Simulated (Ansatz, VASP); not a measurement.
Given: the input of a run of VASP 6.6.1 on ZnGaP.

The input POSCAR:

```
ZnGaP
1.0
    4.0159400000      0.0000000000      0.0000000000
   -2.0079700000      3.4779100000      0.0000000000
    0.0000000000      0.0000000000      4.4042000000
Zn Ga P
1 1 1
Direct
    0.0000000000      0.0000000000      0.5000000000
    0.6666700000      0.3333300000      0.0000000000
    0.3333300000      0.6666700000      0.5000000000
```

File INCAR.step1:

```
ALGO     = Normal         # electronic algorithm
EDIFF    = 1E-5           # SCF threshold, eV
ENCUT    = 520            # plane-wave cutoff, eV
GGA      = PE             # functional
ISIF     = 2              # what is computed and relaxed
ISMEAR   = -1             # smearing method
LASPH    = T              # aspherical terms in the spheres
LCHARG   = F              # write CHGCAR
LREAL    = F              # projectors in reciprocal space
LWAVE    = T              # write WAVECAR
NELM     = 60             # most SCF steps
PREC     = Accurate       # precision mode
SIGMA    = 0.05           # smearing width, eV
```

INCAR.step2

```
AEXX     = 0.25           # exact-exchange fraction
ALGO     = Normal         # electronic algorithm
EDIFF    = 1E-6           # SCF threshold, eV
ENCUT    = 520            # plane-wave cutoff, eV
GGA      = PE             # functional
HFSCREEN = 0.3            # screening, 1/A
ISIF     = 2              # what is computed and relaxed
ISMEAR   = -1             # smearing method
ISTART   = 1            
LASPH    = T              # aspherical terms in the spheres
LCHARG   = F              # write CHGCAR
LHFCALC  = T              # exact exchange
LREAL    = F              # projectors in reciprocal space
LWAVE    = F              # write WAVECAR
NELM     = 60             # most SCF steps
PREC     = Accurate       # precision mode
PRECFOCK = Fast         
SIGMA    = 0.05           # smearing width, eV
```

KPOINTS

```
k-points
0
Gamma
  4 4 3
```

Potentials or basis: VASP PAW PBE potentials, release 64 (Zn, Ga_d, P).

The run is started by

```console
$ cat potpaw_PBE.64/Zn/POTCAR potpaw_PBE.64/Ga_d/POTCAR potpaw_PBE.64/P/POTCAR > POTCAR
$ cp INCAR.step1 INCAR
$ mpirun -np 1 vasp_std > vasp.out
$ cp INCAR.step2 INCAR
$ mpirun -np 1 vasp_std > vasp.out
```

**Question.** Set up the same calculation for Ansatz 0.2.0. Potentials there: Ansatz PAW.

**Answer.** As run (the cutoff follows the program's own potentials):

The input input.yaml:

```yaml
crystal:
  lattice:
    - [4.01594, 0.0, 0.0]
    - [-2.00797, 3.47791, 0.0]
    - [0.0, 0.0, 4.4042]
  atoms:
    - { symbol: Zn, position: [0.0, 0.0, 0.5] }
    - { symbol: Ga, position: [0.66667, 0.33333, 0.0] }
    - { symbol: P, position: [0.33333, 0.66667, 0.5] }
hamiltonian:
  xc: { exchange: pbe, correlation: pbe, exx: { coeff: 0.25, omega: 0.3 } }
  pseudopotentials: { kind: paw }
kpoints:
  mp_grid: { grid: [4, 4, 3] }
scf:
  occupations: { method: fermi_dirac, width: 0.05 }
output:
  forces: true
  stress: true
  eigenvalues: true
```

Potentials or basis: Ansatz PAW.

Run with:

```console
$ ansatz run input.yaml --threads 1 --pin off --max-ram 3584MiB --backend cpu --events-out ev --progress --plain --runs-dir out
```

Both were run:

|  | VASP | Ansatz | Ansatz less VASP |
| --- | --- | --- | --- |
| gap on the k mesh at the Fermi level (eV) | 0.13 | 0.13 | -0.003 |
| least direct gap on the mesh (eV) | 2.06 | 2.06 | 0.000 |
| pressure (GPa) | 1.1 | 1.1 | -0.06 |
| largest component of the traceless stress (GPa) | 0.53 | 0.53 | -0.010 |

Caveats: the k mesh is coarse (spacing up to 0.48 Å⁻¹), so the values aren't converged, least of all with exact exchange; the PAW data sets were made with another functional, which shifts forces and pressure a little (VASP); an odd mesh through Γ misses points on the zone boundary, where band edges often lie (VASP); the PAW data sets come from PBE, with cores solved anew for the run's functional, which leaves a small shift of forces and pressure (Ansatz); the thresholds are loose for stress (Ansatz).
